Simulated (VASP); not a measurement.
**What goes wrong when the modes of GaSb are computed with a bad input**

Aim: see how common mistakes in a phonon run show up, on GaSb. The starting structure is a cell with measured lattice constants from the literature and the atomic positions of a computed structure of the Materials Project.

Method: Kohn-Sham DFT with plane waves and PAW; LDA, in VASP 6.6.1.

**1. The structure**

The structure is cubic, space group F-43m (No. 216). The conventional cell has a = 6.096 Å, b = 6.096 Å, c = 6.096 Å, α = 90.00°, β = 90.00°, γ = 90.00°. Sb has 4 Ga at 2.64 Å nearest. Nearest to Ga lie 4 Sb at 2.64 Å. Farther neighbours are not listed.

Structure file:

```cif
data_structure
_symmetry_space_group_name_H-M 'P 1'
_symmetry_Int_Tables_number 1
_cell_length_a 4.3102
_cell_length_b 4.3102
_cell_length_c 4.3102
_cell_angle_alpha 60.000
_cell_angle_beta 60.000
_cell_angle_gamma 60.000
_cell_volume 56.62
loop_
_atom_site_label
_atom_site_type_symbol
_atom_site_fract_x
_atom_site_fract_y
_atom_site_fract_z
_atom_site_occupancy
Sb1 Sb 0.25000 0.25000 0.25000 1
Ga2 Ga 0.00000 0.00000 0.00000 1
```

**2. Reference modes**

The cell comes from a relaxation at this level, not shown (55.45 Å³).

Input file INCAR:

```
SYSTEM = GaSb
PREC = Accurate
ENCUT = 450
EDIFF = 1E-08
NELM = 100
ISMEAR = 0
SIGMA = 0.03
LREAL = .FALSE.
ALGO = Normal
GGA = CA
NBANDS = 15
LORBIT = 11
LWAVE = .FALSE.
LCHARG = .FALSE.
KPAR = 4
IBRION = 8
LEPSILON = .TRUE.
LPEAD = .TRUE.
ISIF = 2
```

Input file POSCAR:

```
GaSb
1.0
    0.0000000000      3.0266897503      3.0266897503
    3.0266897503      0.0000000000      3.0266897503
    3.0266897503      3.0266897503      0.0000000000
Sb Ga
1 1
Direct
    0.2500000000      0.2500000000      0.2500000000
    0.0000000000      0.0000000000      0.0000000000
```

Input file KPOINTS:

```
Automatic mesh
0
Gamma
10 10 10
0 0 0
```

Potentials, in the order of the species: Sb and Ga_d (LDA family, release 64).

Run with:

```sh
mpirun -np 4 vasp_std
```

What it wrote:

```text
[banner, memory and clock lines left out]
running    4 mpi-ranks, on    1 nodes
 distrk:  each k-point on    1 cores,    4 groups
 distr:  one band on    1 cores,    1 groups

 POSCAR found type information on POSCAR SbGa
 POSCAR found :  2 types and       2 ions
 LDA part: xc-table for (Slater(with rela. corr.)+CA(PZ))
 , standard interpolation
 POSCAR, INCAR and KPOINTS ok, starting setup
 FFT: planning ... GRIDC
 FFT: planning ... GRID_SOFT
 FFT: planning ... GRID
 WAVECAR not read
 entering main loop
       N       E                     dE             d eps       ncg     rms          rms(c)
DAV:   1     0.775364864150E+02    0.77536E+02   -0.81430E+03  1434   0.136E+03
DAV:   2    -0.271868617936E+01   -0.80255E+02   -0.77629E+02  1627   0.285E+02
DAV:   3    -0.868984812511E+01   -0.59712E+01   -0.59562E+01  1697   0.659E+01
DAV:   4    -0.879785101781E+01   -0.10800E+00   -0.10799E+00  1785   0.100E+01
DAV:   5    -0.880042560192E+01   -0.25746E-02   -0.25745E-02  1800   0.135E+00    0.343E+00
DAV:   6    -0.870901324055E+01    0.91412E-01   -0.76209E-02  2058   0.449E+00    0.199E+00
DAV:   7    -0.867213150481E+01    0.36882E-01   -0.53650E-02  1599   0.186E+00    0.295E-01
DAV:   8    -0.867187704002E+01    0.25446E-03   -0.48449E-03  1792   0.857E-01    0.101E-01
DAV:   9    -0.867195442165E+01   -0.77382E-04   -0.34518E-04  1654   0.166E-01    0.394E-02
DAV:  10    -0.867194733938E+01    0.70823E-05   -0.17901E-05  1842   0.379E-02    0.135E-02
DAV:  11    -0.867194961381E+01   -0.22744E-05   -0.43283E-06  1608   0.196E-02    0.521E-03
DAV:  12    -0.867194958304E+01    0.30765E-07   -0.22623E-07  1809   0.357E-03    0.115E-03
DAV:  13    -0.867194959302E+01   -0.99812E-08   -0.19719E-08  1647   0.124E-03
   1 F= -.86719496E+01 E0= -.86719481E+01  d E =-.295927E-05
 Linear response reoptimize wavefunctions to high precision
DAV:   1    -0.867194959311E+01   -0.84583E-10   -0.76386E-10  1470   0.372E-04
 Linear response to external field (no local field effect), progress :
  Direction:   1
       N       E                     dE             d eps       ncg     rms          rms(c)
 change of polarisation eV/A/(eV/A) component  1 :     0.000     0.000     0.000
 dielectric tensor                  component  1 :     1.000     0.000     0.000
 Linear response to external field (no local field effect), progress :
  Direction:   2
       N       E                     dE             d eps       ncg     rms          rms(c)
 change of polarisation eV/A/(eV/A) component  2 :     0.000     0.000     0.000
 dielectric tensor                  component  2 :     0.000     1.000     0.000
 Linear response to external field (no local field effect), progress :
  Direction:   3
       N       E                     dE             d eps       ncg     rms          rms(c)
 change of polarisation eV/A/(eV/A) component  3 :     0.000     0.000     0.000
 dielectric tensor                  component  3 :     0.000     0.000     1.000
 Linear response to external field, progress :
  Direction:   1
       N       E                     dE             d eps       ncg     rms          rms(c)
 change of polarisation eV/A/(eV/A) component  1 :     0.000     0.000     0.000
 dielectric tensor                  component  1 :     1.000     0.000     0.000
 Linear response to external field, progress :
  Direction:   2
       N       E                     dE             d eps       ncg     rms          rms(c)
 change of polarisation eV/A/(eV/A) component  2 :     0.000     0.000     0.000
 dielectric tensor                  component  2 :     0.000     1.000     0.000
 Linear response to external field, progress :
  Direction:   3
       N       E                     dE             d eps       ncg     rms          rms(c)
 change of polarisation eV/A/(eV/A) component  3 :     0.000     0.000     0.000
 dielectric tensor                  component  3 :     0.000     0.000     1.000
 Linear response DOF=           2
 Linear response progress:
  Degree of freedom:   1/  2
       N       E                     dE             d eps       ncg     rms          rms(c)
RMM:   1    -0.293597953899E-01   -0.29360E-01    0.95353E-04 10141   0.141E+00
RMM:   2    -0.265217642076E-01    0.28380E-02   -0.36690E-03  9396   0.395E-01    0.683E-02
RMM:   3    -0.264539016752E-01    0.67863E-04   -0.18004E-04 10341   0.105E-01    0.365E-02
RMM:   4    -0.264719694713E-01   -0.18068E-04   -0.12378E-05 10403   0.449E-02    0.458E-03
RMM:   5    -0.264800831277E-01   -0.81137E-05   -0.98304E-07 10835   0.157E-02    0.293E-03
RMM:   6    -0.264736804052E-01    0.64027E-05   -0.20446E-06 10409   0.493E-03    0.708E-04
RMM:   7    -0.264727393552E-01    0.94105E-06   -0.21667E-07 10657   0.147E-03    0.321E-04
RMM:   8    -0.264722515860E-01    0.48777E-06   -0.18940E-08 10279   0.525E-04    0.837E-05
RMM:   9    -0.264722455130E-01    0.60730E-08    0.27844E-09 10729   0.193E-04    0.284E-05
 first order change of Fermi-energy   0.20389E-03
 force on displaced ion       1 direction 1 :  -8.417  -0.000  -0.000
 Born effective charge ion    1 direction 1 :   5.804   0.000   0.000
 Linear response progress:
  Degree of freedom:   2/  2
       N       E                     dE             d eps       ncg     rms          rms(c)
RMM:   1    -0.168313892026E+00   -0.16831E+00    0.94772E-02  6374   0.849E+00
RMM:   2    -0.166868949178E+00    0.14449E-02   -0.28065E-02  9543   0.134E+00    0.399E-02
RMM:   3    -0.166910499813E+00   -0.41551E-04   -0.34116E-03  9803   0.426E-01    0.266E-02
RMM:   4    -0.166870940311E+00    0.39560E-04   -0.18277E-03 10806   0.204E-01    0.140E-02
RMM:   5    -0.166864805586E+00    0.61347E-05   -0.13379E-04 10521   0.514E-02    0.473E-03
RMM:   6    -0.166858950643E+00    0.58549E-05    0.23792E-05 10615   0.216E-02    0.578E-04
RMM:   7    -0.166856623423E+00    0.23272E-05   -0.16658E-05 10454   0.949E-03    0.605E-04
RMM:   8    -0.166857312910E+00   -0.68949E-06    0.40151E-06 10437   0.426E-03    0.203E-04
RMM:   9    -0.166858476396E+00   -0.11635E-05    0.47968E-06 10438   0.205E-03    0.854E-05
RMM:  10    -0.166859509778E+00   -0.10334E-05   -0.12937E-07 10614   0.100E-03    0.403E-05
RMM:  11    -0.166859631103E+00   -0.12133E-06    0.47538E-07 10700   0.493E-04    0.186E-05
RMM:  12    -0.166859803624E+00   -0.17252E-06    0.14666E-07 10480   0.262E-04    0.378E-06
RMM:  13    -0.166859784703E+00    0.18920E-07    0.26956E-07 10743   0.140E-04    0.236E-06
RMM:  14    -0.166859860132E+00   -0.75429E-07    0.30132E-08 10729   0.801E-05    0.193E-06
RMM:  15    -0.166859836303E+00    0.23830E-07    0.60039E-09 10323   0.502E-05    0.375E-07
RMM:  16    -0.166859837245E+00   -0.94210E-09    0.40244E-08 10260   0.354E-05    0.139E-07
 first order change of Fermi-energy   0.38516E-04
 force on displaced ion       2 direction 1 :  -8.370  -0.000  -0.000
 Born effective charge ion    2 direction 1 :   4.619   0.000   0.000
 Born effective charges drift removed
 Linear response finished
```

The job ended after 62 s (4 MPI ranks of AMD EPYC 9R45, shared host; peak memory 1.9 GiB).

The logs omit lines about the potential files and the build; timing stands in the text.

Parts of OUTCAR (step 2):

```text
ion  position               nearest neighbor table
   1  0.250  0.250  0.250-   2 2.62   2 2.62   2 2.62   2 2.62
   2  0.000  0.000  0.000-   1 2.62   1 2.62   1 2.62   1 2.62

  LATTYP: Found a face centered cubic cell.
 ALAT       =     6.0533795006

 Subroutine GETGRP returns: Found 24 space group operations
 (whereof 24 operations were pure point group operations)

The static configuration has the point symmetry T_d .

 Found     47 irreducible k-points:

   k-points           NKPTS =     47   k-points in BZ     NKDIM =     47   number of bands    NBANDS=     15

   dimension x,y,z NGX =    30 NGY =   30 NGZ =   30
   dimension x,y,z NGXF=    60 NGYF=   60 NGZF=   60

   ENCUT  =  450.0 eV  33.07 Ry    5.75 a.u.   7.40  7.40  7.40*2*pi/ulx,y,z

   NELECT =      18.0000    total number of electrons

 k-points in reciprocal lattice and weights: Automatic mesh
   0.00000000  0.00000000  0.00000000       0.001
   0.10000000  0.00000000  0.00000000       0.008
   0.20000000  0.00000000  0.00000000       0.008
   0.30000000  0.00000000  0.00000000       0.008
   0.40000000  0.00000000  0.00000000       0.008
   0.50000000  0.00000000  0.00000000       0.004
   0.10000000  0.10000000  0.00000000       0.006
   0.20000000  0.10000000  0.00000000       0.024
   0.30000000  0.10000000  0.00000000       0.024
[...]
-0.30000000  0.40000000  0.20000000       0.024
  -0.30000000  0.50000000  0.20000000       0.012

 average (electrostatic) potential at core
       1 -88.3604       2 -66.6018

  Total        0.0001798      0.0001798      0.0001798     -0.0000000      0.0000000     -0.0000000
  in kB        0.0051934      0.0051934      0.0051934     -0.0000000      0.0000000     -0.0000000
  external PRESSURE =       0.0051934 kB  Pullay stress =       0.0000000 kB

  energy-cutoff  :      450.00
  volume of cell :       55.45
      direct lattice vectors                 reciprocal lattice vectors
     0.000000000  3.026689750  3.026689750    -0.165196978  0.165196978  0.165196978
     3.026689750  0.000000000  3.026689750     0.165196978 -0.165196978  0.165196978
     3.026689750  3.026689750  0.000000000     0.165196978  0.165196978 -0.165196978

 POSITION                                       TOTAL-FORCE (eV/Angst)
 -----------------------------------------------------------------------------------
      1.51334      1.51334      1.51334        -0.000000      0.000000     -0.000000
      0.00000      0.00000      0.00000         0.000000     -0.000000      0.000000
 -----------------------------------------------------------------------------------
    total drift:                               -0.000000     -0.000000      0.000000

 MACROSCOPIC STATIC DIELECTRIC TENSOR (including local field effects in DFT)
 ------------------------------------------------------
           1.000000     0.000000     0.000000
           0.000000     1.000000     0.000000
           0.000000     0.000000     1.000000
 ------------------------------------------------------

 PIEZOELECTRIC TENSOR (including local field effects)  for field in x, y, z        (C/m^2)
          XX          YY          ZZ          XY          YZ          ZX
  --------------------------------------------------------------------------------
  x     0.00000     0.00000     0.00000     0.00000     0.00000     0.00000
  y     0.00000     0.00000     0.00000     0.00000     0.00000     0.00000
  z     0.00000     0.00000     0.00000     0.00000     0.00000     0.00000

 BORN EFFECTIVE CHARGES (including local field effects) (in |e|, cummulative output)
 ---------------------------------------------------------------------------------
 ion    1
    1     0.59286     0.00000     0.00000
    2     0.00000     0.59286     0.00000
    3     0.00000     0.00000     0.59286
 ion    2
    1    -0.59286     0.00000     0.00000
    2     0.00000    -0.59286     0.00000
    3     0.00000     0.00000    -0.59286

 Eigenvectors and eigenvalues of the dynamical matrix
 ----------------------------------------------------

   1 f  =    6.799514 THz    42.722605 2PiTHz  226.807367 cm-1    28.120517 meV
             X         Y         Z           dx          dy          dz
      1.513345  1.513345  1.513345     0.000000    0.604516    0.000000
      0.000000  0.000000  0.000000     0.000000   -0.796593    0.000000

   2 f  =    6.799514 THz    42.722605 2PiTHz  226.807367 cm-1    28.120517 meV
             X         Y         Z           dx          dy          dz
      1.513345  1.513345  1.513345    -0.604516    0.000000    0.000000
      0.000000  0.000000  0.000000     0.796593    0.000000    0.000000

   3 f  =    6.799514 THz    42.722605 2PiTHz  226.807367 cm-1    28.120517 meV
             X         Y         Z           dx          dy          dz
      1.513345  1.513345  1.513345     0.000000    0.000000   -0.604516
      0.000000  0.000000  0.000000     0.000000    0.000000    0.796593

   4 f/i=    0.009177 THz     0.057661 2PiTHz    0.306115 cm-1     0.037953 meV
             X         Y         Z           dx          dy          dz
      1.513345  1.513345  1.513345     0.796593    0.000000    0.000000
      0.000000  0.000000  0.000000     0.604516    0.000000    0.000000

   5 f/i=    0.009177 THz     0.057661 2PiTHz    0.306115 cm-1     0.037953 meV
             X         Y         Z           dx          dy          dz
      1.513345  1.513345  1.513345     0.000000   -0.796593    0.000000
      0.000000  0.000000  0.000000     0.000000   -0.604516    0.000000

   6 f/i=    0.009177 THz     0.057661 2PiTHz    0.306115 cm-1     0.037953 meV
             X         Y         Z           dx          dy          dz
      1.513345  1.513345  1.513345     0.000000    0.000000    0.796593
      0.000000  0.000000  0.000000     0.000000    0.000000    0.604516

 MACROSCOPIC STATIC DIELECTRIC TENSOR IONIC CONTRIBUTION
 ------------------------------------------------------
           0.136653    -0.000000    -0.000000
          -0.000000     0.136653    -0.000000
          -0.000000    -0.000000     0.136653
 ------------------------------------------------------

 ELASTIC MODULI CONTR FROM IONIC RELAXATION (kBar)
 Direction    XX          YY          ZZ          XY          YZ          ZX
 --------------------------------------------------------------------------------
 XX          -0.0000     -0.0000     -0.0000     -0.0000      0.0000     -0.0000
 YY          -0.0000     -0.0000     -0.0000     -0.0000     -0.0000      0.0000
 ZZ          -0.0000     -0.0000     -0.0000     -0.0000     -0.0000     -0.0000
 XY          -0.0000     -0.0000     -0.0000   -173.1535      0.0000      0.0000
 YZ           0.0000     -0.0000     -0.0000      0.0000   -173.1535      0.0000
 ZX          -0.0000      0.0000     -0.0000      0.0000      0.0000   -173.1535
 --------------------------------------------------------------------------------

 PIEZOELECTRIC TENSOR IONIC CONTR  for field in x, y, z        (C/m^2)
          XX          YY          ZZ          XY          YZ          ZX
  --------------------------------------------------------------------------------
  x     0.00000    -0.00000    -0.00000     0.00000    -0.14474     0.00000
  y    -0.00000     0.00000    -0.00000     0.00000     0.00000    -0.14474
  z    -0.00000    -0.00000    -0.00000    -0.14474     0.00000     0.00000
```

The dielectric tensor of 1.00 in OUTCAR stands for a response that wasn't computed and is no result.

Energies printed during the response cycles are not total energies of the cell.

Reference: the zone-centre mode is T2 226.8 cm⁻¹.

**3. Modes with finite displacements, else as the reference**

Against step 2 the input has IBRION = 6, NFREE = 2, POTIM = 0.015, no LEPSILON and no LPEAD (also changed: NSW).

INCAR: that of step 2 with these lines changed.

```diff
@@ -15,5 +15,6 @@
 KPAR = 4
-IBRION = 8
-LEPSILON = .TRUE.
-LPEAD = .TRUE.
+IBRION = 6
+NFREE = 2
+POTIM = 0.015
+NSW = 1
 ISIF = 2
```

POSCAR is that of step 2.

KPOINTS is that of step 2.

Run with:

```sh
mpirun -np 4 vasp_std
```

What it wrote:

```text
[... set-up lines as in an earlier step ...]
 entering main loop
       N       E                     dE             d eps       ncg     rms          rms(c)
[... 13 cycles as in an earlier step ...]
   1 F= -.86719496E+01 E0= -.86719481E+01  d E =-.295927E-05
[...]
2 F= -.86710040E+01 E0= -.86709972E+01  d E =-.135851E-04
[...]
3 F= -.86710040E+01 E0= -.86709972E+01  d E =-.135800E-04
[...]
4 F= -.86710109E+01 E0= -.86710041E+01  d E =-.135817E-04
[...]
5 F= -.86710109E+01 E0= -.86710041E+01  d E =-.135739E-04
 Finite differences progress:
  Degree of freedom:   2/  2
  Displacement:        2/  2
  Total:               4/  4
```

Elapsed: 40 s, on 4 MPI ranks; peak memory 1.1 GiB; 2.3 min of CPU time.

OUTCAR, selected parts (step 3):

```text
  Total        0.0022957      0.0041867      0.0041867      0.0000000     -0.1129724      0.0000000
  in kB        0.0663273      0.1209616      0.1209616      0.0000000     -3.2639917      0.0000000
  external PRESSURE =       0.1027502 kB  Pullay stress =       0.0000000 kB

 POSITION                                       TOTAL-FORCE (eV/Angst)
 -----------------------------------------------------------------------------------
      1.51334      1.51334      1.51334        -0.125605      0.000000      0.000000
     -0.01500      0.00000      0.00000         0.125605      0.000000      0.000000
 -----------------------------------------------------------------------------------
    total drift:                               -0.000782     -0.000000     -0.000000

  FREE ENERGIE OF THE ION-ELECTRON SYSTEM (eV)
  ---------------------------------------------------
  free  energy   TOTEN  =        -8.6710109074 eV

  energy  without entropy=       -8.6709973335  energy(sigma->0) =       -8.67100412

[... 2 parts as in an earlier step ...]

[... 1 further part left out ...]
[key lines of the parts left out:]
E-fermi :   5.0874
```

The last energy, forces and stress in OUTCAR belong to the last displaced cell, not to that of POSCAR.

With finite displacements, else as the reference the mode is T2 226.8 cm⁻¹, as with the reference.

[end of part 1 of 2]

[Lines on the potential files, build, host, timing and source positions are cut from VASP's logs without a mark.]

[Logs are printed without paths, hosts, clocks, repeated set-up lines and the standing remarks that a program may print on its own settings, such as how far it seeks lower states.]

[Hosts, paths, dates, database ids (printed as entryN), source tags and the programs' standing remarks are cut or masked in the printed files.]
